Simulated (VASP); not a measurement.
Given:

```xyz
8
Lattice="4.3390 0.0000 0.0000 0.0000 4.3390 0.0000 0.0000 0.0000 4.3390" Properties=species:S:1:pos:R:3 pbc="T T T"
Ti     0.0000     0.0000     0.0000
Ti     2.1695     2.1695     0.0000
Ti     2.1695     0.0000     2.1695
C      2.1695     2.1695     2.1695
C      0.0000     0.0000     2.1695
C      0.0000     2.1695     0.0000
C      2.1695     0.0000     0.0000
Nb     0.0000     2.1695     2.1695
```

Calculation: PBEsol GGA, VASP's PBE PAW potentials (set 64) (plane waves; VASP). Numerical set-up: 520 eV cut-off, 8×8×8 Γ-centred mesh, tetrahedra with Blöchl corrections, potentials Ti_sv C Nb_sv.

The cores are frozen, which limits the accuracy of field gradients.

Task: Give the principal components of the electric field gradient (V/Å²) and the asymmetry η at each nucleus.

Result: 
```csv
atom,Vxx,Vyy,Vzz,η
Ti1,0.4,0.4,-0.9,0.00
Ti2,0.4,0.4,-0.9,0.00
Ti3,0.4,0.4,-0.9,0.00
C4,1.4,1.4,-2.8,0.00
C5,1.4,1.4,-2.8,0.00
C6,1.4,1.4,-2.8,0.00
C7,0.0,0.0,0.0,-
Nb8,0.0,0.0,0.0,-
```

The structure was generated: NbTi3C4 was put into an ordered model structure (Pm-3m), which need not be its known phase. It was relaxed first.
